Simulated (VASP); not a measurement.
Given:

```xyz
5
Lattice="3.8964 0.0000 0.0000 0.0000 3.8964 0.0000 0.0000 0.0000 3.8964" Properties=species:S:1:pos:R:3 pbc="T T T"
Sr     0.0000     0.0000     0.0000
Ti     1.9482     1.9482     1.9482
O      1.9482     0.0000     1.9482
O      0.0000     1.9482     1.9482
O      1.9482     1.9482     0.0000
```

All values below come from optB86b-vdW, VASP's PBE PAW potentials (set 64) (plane waves; VASP 6.6.1). Numerical set-up: 520 eV cut-off, 5×5×5 Γ-centred mesh, Gaussian smearing of 0.050 eV, potentials Sr_sv Ti_sv O.

Question: The ions, cell shape and volume are relaxed. What does this cell relax into?

Answer: 
```xyz
5
Lattice="3.9150 0.0000 0.0000 0.0000 3.9150 0.0000 0.0000 0.0000 3.9150" Properties=species:S:1:pos:R:3 pbc="T T T"
Sr     0.0000     0.0000     0.0000
Ti     1.9575     1.9575     1.9575
O      1.9575     0.0000     1.9575
O      0.0000     1.9575     1.9575
O      1.9575     1.9575     0.0000
```
Space group Pm-3m (221), at a tolerance of 0.03 Å.

Question: How do energy and volume change from the first to the last step?

Answer: The energy (σ→0) changes by -1.4 meV/atom and the volume by +1.4 %, in 3 ionic steps.

```csv
step,E(σ→0) (eV),max force (eV/Å),pressure (GPa),volume (Å³)
1,-31.0297,0.000,2.64,59.15
2,-31.0302,0.000,-2.44,60.84
3,-31.0367,0.000,-0.01,60.01
```

The compound is SrTiO3 in the cubic perovskite structure, the ideal cubic form; the compound distorts at low or room temperature. This run relaxes it. Symmetry was kept, so distortions that lower it aren't found.
